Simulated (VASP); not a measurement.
AlSn: relaxation of cell and atoms with PBE+D3(BJ)

The system is AlSn.

```
Sn Al
1.0
     4.19811    0.00000    0.00000
    -2.09905    3.63567    0.00000
     0.00000    0.00000    3.30685
Sn Al
1 1
Direct
  0.33333 0.66667 0.50000
  0.00000 0.00000 0.00000
```

The cell comes from a database or a generator and needn't be the stable form of this composition.

```json
{
 "Program": "VASP 6.6.1",
 "Task": "relaxation of cell and atoms",
 "Functional": "PBE",
 "Dispersion": "D3(BJ)",
 "Potentials or basis": "VASP PAW PBE potentials, release 64 (Sn_d, Al)",
 "Cutoff": "600 eV",
 "k mesh": "6 × 6 × 8",
 "Occupations": "fermi-dirac, width 0.05 eV",
 "Spin": "no spin polarisation",
 "Ladder": "gaps",
 "Further INCAR settings": "ALGO = Normal; EDIFF = 1e-07; IBRION = 2; EDIFFG = -0.02; NSW = 60; ISIF = 3"
}
```

```json
{"Relaxed volume": "24.30 Å³/atom", "Relaxed cell": "a = 4.125 Å, b = 4.125 Å, c = 3.297 Å, α = 90.00°, β = 90.00°, γ = 120.00°", "Space group after relaxing (to 0.05 Å)": "P-6m2 (No. 187)", "Energy gained by relaxing": "6.2 meV/atom", "Ionic steps": "5", "Pressure after relaxing": "0.0 GPa", "Band gap on the k mesh": "none (metal or under the smearing width)", "Dispersion energy per atom": "-0.321 eV"}
```

Step by step:
```csv
step,energy change (eV),largest force (eV/Å),pressure (GPa),volume (Å³)
1,0.0000,0.0000,-1.74,50.47
2,-0.0120,0.0000,0.20,48.50
3,-0.0120,0.0000,0.13,48.56
4,-0.0125,0.0000,-0.03,48.60
5,-0.0125,0.0000,-0.01,48.59
```

Final structure:
```yaml
crystal:
  lattice:
    - [4.12532, 0.00000, 0.00000]
    - [-2.06266, 3.57264, 0.00000]
    - [0.00000, 0.00000, 3.29715]
  atoms:
    - { symbol: Sn, position: [0.33333, 0.66667, 0.50000] }
    - { symbol: Al, position: [0.00000, 0.00000, 0.00000] }
```

Levels at points of the mesh, in eV from the Fermi level:
| k point | band 6 | band 7 | band 8 | band 9 | band 10 | band 11 |
| --- | --- | --- | --- | --- | --- | --- |
| (0.00, 0.00, 0.00) | -10.61 | -0.05 | -0.05 | 1.15 | 2.51 | 3.32 |
| (0.50, 0.00, 0.00) | -8.67 | -6.39 | -1.76 | 0.75 | 4.43 | 6.56 |
| (0.00, 0.00, 0.50) | -7.55 | -6.35 | 2.92 | 2.92 | 3.79 | 3.79 |
| (0.50, 0.00, 0.50) | -5.72 | -4.27 | -3.24 | -2.31 | 1.28 | 2.52 |

Run time: 38 s on 1 thread of Intel(R) Xeon(R) Platinum 8488C (Sapphire Rapids), on a shared host, peak memory 0.21 GiB.

Caveat: pairwise dispersion overbinds metals, which lowers pressure and volume.
